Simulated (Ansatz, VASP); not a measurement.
**RbNa2NiO2: VASP beside Ansatz**

```
Rb Ni Na O
1.0
    -2.32361    2.32361    4.85528
     2.32361   -2.32361    4.85528
     2.32361    2.32361   -4.85528
Rb Ni Na O
1 1 2 2
Direct
  0.00000 0.00000 0.00000
  0.50000 0.50000 0.00000
  0.75000 0.25000 0.50000
  0.25000 0.75000 0.50000
  0.31712 0.31712 0.00000
  0.68288 0.68288 0.00000
```

The cell comes from a database or a generator and needn't be the stable form of this composition.

Alike in both runs: task single point; functional PBE; k mesh 8 × 8 × 8; occupations fermi-dirac, width 0.05 eV; collinear spin, ferromagnetic start.

|  | VASP | Ansatz |
| --- | --- | --- |
| version | VASP 6.6.1 | Ansatz 0.2.0 |
| potentials or method | VASP PAW PBE potentials, release 64 (Rb_sv, Ni, Na_pv, O) | Ansatz PAW |
| plane-wave cutoff (eV) | 520 | 420 |
| valence electrons in the cell | 45 | 57 |

```tsv
	VASP	Ansatz	Ansatz less VASP
gap on the k mesh at the Fermi level (eV)	none	none	-
pressure (GPa)	0.4	0.3	-0.11
largest component of the traceless stress (GPa)	0.24	0.51	+0.264
rms of the force components (eV/Å)	0.006	0.014	+0.0079
net moment per atom (μB)	0.17	0.17	0.000
size of the moment on the site where the two differ most (μB)	0.75	0.72	-0.029
```

Site moments also hang on the region over which each program counts them. Atom by atom the forces differ by 0.021 eV/Å (rms over components). A gap of «none» marks a metal or a gap that the smearing closes. The functional is the same, so the differences come from potentials, cutoffs and numerics. The two sets of potentials don't hold the same shells in valence.

Caveats: a cell with one magnetic atom can't hold antiferromagnetic order, which such compounds often take; semilocal functionals often make such compounds metallic where correlation or magnetic order opens a gap, which also shifts bond lengths. With open d or f shells a metallic result of PBE can be an artefact of self-interaction; +U or a hybrid may open a gap.
